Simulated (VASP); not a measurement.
Output of a VASP run:

File OSZICAR:
```
       N       E                     dE             d eps       ncg     rms          rms(c)
DAV:   1     0.108930358707E+03    0.10893E+03   -0.89719E+03  2016   0.134E+03
DAV:   2    -0.171338669001E+02   -0.12606E+03   -0.11862E+03  2348   0.334E+02
DAV:   3    -0.226787583529E+02   -0.55449E+01   -0.54419E+01  2948   0.627E+01
DAV:   4    -0.229118653939E+02   -0.23311E+00   -0.23298E+00  2604   0.121E+01
DAV:   5    -0.229162717117E+02   -0.44063E-02   -0.44061E-02  2924   0.159E+00    0.215E+01
DAV:   6    -0.195938562107E+02    0.33224E+01   -0.16462E+01  2268   0.284E+01    0.827E+00
DAV:   7    -0.194679486186E+02    0.12591E+00   -0.74798E-01  2368   0.700E+00    0.603E+00
DAV:   8    -0.194613919366E+02    0.65567E-02   -0.13655E-01  2180   0.351E+00    0.145E+00
DAV:   9    -0.194572412305E+02    0.41507E-02   -0.30161E-02  2468   0.118E+00    0.462E-01
DAV:  10    -0.194576069927E+02   -0.36576E-03   -0.20099E-03  2360   0.573E-01    0.349E-01
DAV:  11    -0.194574151133E+02    0.19188E-03   -0.70182E-04  2244   0.209E-01    0.174E-02
DAV:  12    -0.194574137059E+02    0.14074E-05   -0.12220E-05  2972   0.380E-02    0.119E-02
DAV:  13    -0.194574132958E+02    0.41010E-06   -0.45428E-07  2332   0.622E-03    0.114E-03
DAV:  14    -0.194574133027E+02   -0.69388E-08   -0.17841E-08  1220   0.118E-03
   1 F= -.19959071E+02 E0= -.19959007E+02  d E =-.191453E-03
```

File OUTCAR:
```
------------------------ aborting loop because EDIFF is reached ----------------------------------------
  Edisp (eV):   -0.50166
  FORCE on cell =-STRESS in cart. coord.  units (eV):
  Direction    XX          YY          ZZ          XY          YZ          ZX
  --------------------------------------------------------------------------------------
  Total      -0.00512    -0.00512    -0.00512     0.00000    -0.00000     0.00000
  in kB      -0.31870    -0.31870    -0.31870     0.00000    -0.00000     0.00000
  external pressure =       -0.32 kB  Pullay stress =        0.00 kB
  volume of cell :       25.75
      direct lattice vectors                 reciprocal lattice vectors
     0.000000000  2.343680862  2.343680862    -0.213339627  0.213339627  0.213339627
     2.343680862  0.000000000  2.343680862     0.213339627 -0.213339627  0.213339627
     2.343680862  2.343680862  0.000000000     0.213339627  0.213339627 -0.213339627
 POSITION                                       TOTAL-FORCE (eV/Angst)
 -----------------------------------------------------------------------------------
      0.00000      0.00000      0.00000         0.000000     -0.000000      0.000000
      2.34368      2.34368      2.34368        -0.000000      0.000000     -0.000000
 -----------------------------------------------------------------------------------
    total drift:                                0.000000      0.000000      0.000000
  FREE ENERGIE OF THE ION-ELECTRON SYSTEM (eV)
  ---------------------------------------------------
  free  energy   TOTEN  =       -19.9590711125 eV

  energy  without entropy=      -19.9588796599  energy(sigma->0) =      -19.95900729
```
(Selected blocks of OUTCAR.)

**POSCAR**
```
ZrC
1
    0.0000000000     2.3436808617     2.3436808617
    2.3436808617     0.0000000000     2.3436808617
    2.3436808617     2.3436808617     0.0000000000
Zr C
1 1
Direct
  0.0000000000   0.0000000000   0.0000000000
  0.5000000000   0.5000000000   0.5000000000
```

Problem. Write an INCAR and KPOINTS that could have produced this output.

Solution. Several could match; the one computed here: the input of the run itself, PBE GGA with D4 dispersion, plane waves, VASP's PBE PAW potentials (set 64).

**INCAR**
```
ALGO  =  Normal
EDIFF  =  1E-7
ENCUT  =  520
GGA  =  PE
ISIF  =  2
ISMEAR  =  1
IVDW  =  13
LASPH  =  .TRUE.
LCHARG  =  .FALSE.
LMAXMIX  =  4
LREAL  =  .FALSE.
LWAVE  =  .FALSE.
NELM  =  100
PREC  =  Accurate
SIGMA  =  0.1
SYSTEM  =  ZrC
```

**KPOINTS**
```
Automatic mesh
0
Gamma
13 13 13
0 0 0
```

POTCAR, in this order: Zr_sv C (PBE.64 set). Program: vasp_std.

The compound is ZrC in the rock salt structure. It was relaxed first.
